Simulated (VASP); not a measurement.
```
BaTiO3
1.0
    3.98471     0.00000     0.00000
    0.00000     3.98471     0.00000
    0.00000     0.00000     4.10016
Ba Ti O
1 1 3
Direct
  0.00000   0.00000   0.00373
  0.50000   0.50000   0.52134
  0.50000   0.50000   0.96931
  0.00000   0.50000   0.48481
  0.50000   0.00000   0.48481
```

The numbers are results of SCAN meta-GGA, VASP's PBE PAW potentials (set 64) (plane waves; VASP), not measurements. Numerical set-up: 520 eV cut-off, 6×6×6 Γ-centred mesh, tetrahedra with Blöchl corrections, potentials Ba_sv Ti_sv O.

Unless said otherwise, spin-orbit coupling is left out, though it shifts the bands of the heavy elements here.

Give the energies of bands 12 to 23 at the high-symmetry points, in eV from the valence-band maximum.

```json
[
 {"band": "12", "Γ": "-2.56", "X": "-4.18", "M": "-4.49", "Z": "-4.17", "R": "-4.41", "A": "-4.58"},
 {"band": "13", "Γ": "-2.47", "X": "-2.93", "M": "-4.14", "Z": "-2.89", "R": "-4.17", "A": "-4.00"},
 {"band": "14", "Γ": "-2.47", "X": "-2.92", "M": "-4.01", "Z": "-2.89", "R": "-3.98", "A": "-3.96"},
 {"band": "15", "Γ": "-1.52", "X": "-2.51", "M": "-2.89", "Z": "-2.08", "R": "-2.95", "A": "-2.63"},
 {"band": "16", "Γ": "-1.52", "X": "-1.99", "M": "-2.89", "Z": "-2.08", "R": "-2.67", "A": "-2.58"},
 {"band": "17", "Γ": "-1.27", "X": "-1.92", "M": "-2.00", "Z": "-2.03", "R": "-1.87", "A": "-2.58"},
 {"band": "18", "Γ": "-0.65", "X": "-1.72", "M": "-1.11", "Z": "-2.00", "R": "-1.07", "A": "-0.29"},
 {"band": "19", "Γ": "-0.47", "X": "-1.32", "M": "-1.11", "Z": "-0.77", "R": "-1.02", "A": "-0.29"},
 {"band": "20", "Γ": "-0.47", "X": "-1.15", "M": "-0.07", "Z": "-0.77", "R": "-0.37", "A": "0.00"},
 {"band": "21", "Γ": "2.19", "X": "2.70", "M": "3.97", "Z": "2.32", "R": "3.88", "A": "4.48"},
 {"band": "22", "Γ": "2.60", "X": "3.87", "M": "3.97", "Z": "3.87", "R": "3.90", "A": "4.48"},
 {"band": "23", "Γ": "2.60", "X": "3.94", "M": "4.36", "Z": "3.87", "R": "4.24", "A": "4.56"}
]
```

The gap is indirect, 2.19 eV, from the valence maximum at A to the conduction minimum at Γ.

The compound is BaTiO3 in the tetragonal perovskite structure. It was relaxed first.
